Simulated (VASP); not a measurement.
Calculation: LDA (Ceperley-Alder, Perdew-Zunger), VASP's LDA PAW potentials (set 64) (plane waves; VASP).

VASP ran on this input.

**KPOINTS**
```
Automatic mesh
0
Gamma
12 12 1
0 0 0
```

### INCAR
```
! general
SYSTEM   =  Bi2Te3 monolayer
PREC     =  Normal
ENCUT    =  400   ! plane-wave cut-off (eV)
LREAL    =  .False.
LASPH    =  .True.   ! aspherical one-centre terms

! electronic loop
EDIFF    =  1E-6
NELM     =  100   ! most electronic steps
NELMIN   =  4
ALGO     =  Normal
LMAXMIX  =  4   ! l cut-off of mixed one-centre charges

! smearing
ISMEAR   =  0
SIGMA    =  0.05   ! width (eV)

! output
LWAVE    =  .False.
LCHARG   =  .False.
LORBIT   =  11   ! lm-projected
LVHAR    =  .True.
```

### POSCAR
```
Bi2Te3 monolayer
1
    4.3284391788     0.0000000000     0.0000000000
   -2.1642195895     3.7485380356    -0.0000000000
    0.0000000000    -0.0000000000    23.3721832530
Bi Te
2 3
Direct
  0.3333330000   0.6666670000   0.4132600752
  0.0000000000   0.0000000000   0.5867399248
  0.0000000000   0.0000000000   0.3402258799
  0.6666670000   0.3333330000   0.5000000000
  0.3333330000   0.6666670000   0.6597741201
```

POTCAR, in this order: Bi_d Te (LDA.64 set). Program: vasp_std. Read from the step before: WAVECAR.

The run wrote:

### OSZICAR
```
       N       E                     dE             d eps       ncg     rms          rms(c)
DAV:   1    -0.212914926033E+02   -0.21291E+02   -0.58176E-03  1072   0.102E+00    0.387E-03
DAV:   2    -0.212914915851E+02    0.10182E-05   -0.14135E-06   780   0.139E-02    0.211E-03
DAV:   3    -0.212914923594E+02   -0.77430E-06   -0.27003E-07   576   0.584E-03    0.938E-04
DAV:   4    -0.212914927412E+02   -0.38180E-06   -0.98606E-08   556   0.334E-03
   1 F= -.21291493E+02 E0= -.21291493E+02  d E =-.411612E-14
```

File OUTCAR:
```
------------------------ aborting loop because EDIFF is reached ----------------------------------------
  FORCE on cell =-STRESS in cart. coord.  units (eV):
  Direction    XX          YY          ZZ          XY          YZ          ZX
  --------------------------------------------------------------------------------------
  Total       -0.4583951     -0.4583950     -0.3769079      0.0000000     -0.0000000      0.0000000
  in kB       -1.9366807     -1.9366804     -1.5924042      0.0000000     -0.0000000      0.0000000
  external PRESSURE =      -1.8219218 kB  Pullay stress =       0.0000000 kB
  volume of cell :      379.22
      direct lattice vectors                 reciprocal lattice vectors
     4.328439179  0.000000000  0.000000000     0.231030161  0.133385335  0.000000000
    -2.164219590  3.748538036  0.000000000     0.000000000  0.266770669  0.000000000
     0.000000000  0.000000000 23.372183253     0.000000000  0.000000000  0.042785904
 POSITION                                       TOTAL-FORCE (eV/Angst)
 -----------------------------------------------------------------------------------
     -0.00000      2.49903      9.65879         0.000000     -0.000000      0.029686
      0.00000      0.00000     13.71339        -0.000000      0.000000     -0.029686
      0.00000      0.00000      7.95182         0.000000      0.000000      0.024092
      2.16422      1.24951     11.68609        -0.000000      0.000000     -0.000000
     -0.00000      2.49903     15.42036        -0.000000     -0.000000     -0.024092
 -----------------------------------------------------------------------------------
    total drift:                                0.002332     -0.001346      0.000717
  FREE ENERGIE OF THE ION-ELECTRON SYSTEM (eV)
  ---------------------------------------------------
  free  energy   TOTEN  =       -21.2914927412 eV

  energy  without entropy=      -21.2914927412  energy(sigma->0) =      -21.29149274

 total charge

# of ion       s       p       d       tot
------------------------------------------
    1        1.604   1.153   9.951  12.708
    2        1.604   1.153   9.951  12.708
    3        1.402   1.948   0.021   3.371
    4        1.389   1.994   0.025   3.408
    5        1.402   1.948   0.021   3.371
--------------------------------------------------
tot          7.401   8.196  19.967  35.564
```
(Selected blocks of OUTCAR.)

OUTCAR:
```
 val. band max:       -0.6657017139   @ k =   0.1667   0.0833   0.0000

 cond. band min:       0.2650879454   @ k =   0.0000   0.0000   0.0000


 Fermi energy:        -0.4055421352

 k-point     1 :       0.0000    0.0000    0.0000
  band No.  band energies     occupation
      1     -23.2642      2.00000
      2     -23.2642      2.00000
      3     -23.2625      2.00000
      4     -23.2625      2.00000
      5     -23.2478      2.00000
      6     -23.2463      2.00000
      7     -23.2449      2.00000
      8     -23.2449      2.00000
      9     -23.2432      2.00000
     10     -23.2432      2.00000
     11     -13.5676      2.00000
     12     -13.0490      2.00000
     13     -11.3009      2.00000
     14      -9.3590      2.00000
     15      -8.1237      2.00000
     16      -2.4472      2.00000
     17      -1.8436      2.00000
     18      -1.8436      2.00000
     19      -1.5713      2.00000
     20      -1.5712      2.00000
     21      -1.4933      2.00000
     22      -1.1533      2.00000
     23      -0.9845      2.00000
     24      -0.9845      2.00000
     25       0.2651      0.00000
     26       0.9016      0.00000
     27       0.9016      0.00000
     28       1.7033      0.00000

 k-point     2 :       0.0833    0.0000    0.0000
  band No.  band energies     occupation
      1     -23.2649      2.00000
      2     -23.2634      2.00000
      3     -23.2631      2.00000
      4     -23.2617      2.00000
      5     -23.2472      2.00000
      6     -23.2459      2.00000
      7     -23.2451      2.00000
      8     -23.2448      2.00000
      9     -23.2435      2.00000
     10     -23.2430      2.00000
     11     -13.5049      2.00000
     12     -12.9900      2.00000
     13     -11.2620      2.00000
     14      -9.3759      2.00000
     15      -8.2213      2.00000
     16      -2.6900      2.00000
     17      -2.3085      2.00000
     18      -2.0532      2.00000
     19      -2.0301      2.00000
     20      -1.6657      2.00000
...
```

Unless said otherwise, spin-orbit coupling is left out, though it shifts the bands of the heavy elements here.

The cell is a sheet with vacuum, built from Bi2Te3 (tetradymite).
